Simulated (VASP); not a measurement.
Method: optB88-vdW, VASP's PBE PAW potentials (set 64) (plane waves; VASP).

Input for VASP

POSCAR:
```
HgTe
1
    0.0000000000     3.3183368832     3.3183368832
    3.3183368832     0.0000000000     3.3183368832
    3.3183368832     3.3183368832     0.0000000000
Hg Te
1 1
Direct
  0.0000000000   0.0000000000   0.0000000000
  0.2500000000   0.2500000000   0.2500000000
```

### INCAR
```
SYSTEM = HgTe
PREC = Accurate
ENCUT = 520
EDIFF = 1E-7
NELM = 100
ALGO = Normal
LREAL = .FALSE.
LASPH = .TRUE.
ISMEAR = 1
SIGMA = 0.1
GGA = BO
PARAM1 = 0.1833333333
PARAM2 = 0.22
LUSE_VDW = .TRUE.
AGGAC = 0.0
LMAXMIX = 6
LWAVE = .FALSE.
LCHARG = .FALSE.
ISIF = 2
```

File KPOINTS:
```
Automatic
0
Gamma
10 10 10
```

POTCAR, in this order: Hg Te (PBE.64 set). Program: vasp_std.

Unless said otherwise, spin-orbit coupling is left out, though it shifts the bands of the heavy elements here.

Q: Estimate the energy per atom (σ→0), band gap (on the k-mesh).

A: 
The energy per atom (σ→0) comes out as 0.558 eV/atom. The band gap (on the k-mesh) is none (metal, semimetal or under 0.01 eV).

OSZICAR:
```
...
DAV:   7     0.111525382215E+01    0.56771E-02   -0.98646E-02  1352   0.239E+00    0.201E+00
DAV:   8     0.111586413135E+01    0.61031E-03   -0.88208E-03  1257   0.125E+00    0.551E-01
DAV:   9     0.111587658964E+01    0.12458E-04   -0.79238E-04  1407   0.339E-01    0.900E-02
DAV:  10     0.111585516708E+01   -0.21423E-04   -0.89237E-05  1318   0.101E-01    0.434E-02
DAV:  11     0.111584623752E+01   -0.89296E-05   -0.19407E-05  1342   0.384E-02    0.184E-02
DAV:  12     0.111584694898E+01    0.71146E-06   -0.26565E-06  1285   0.129E-02    0.107E-02
DAV:  13     0.111584699435E+01    0.45365E-07   -0.16447E-07  1220   0.366E-03
   1 F= 0.11158470E+01 E0= 0.11157797E+01  d E =0.201776E-03
```

The compound is HgTe in the zinc blende structure. It was relaxed first, which changed the volume by +8 %.
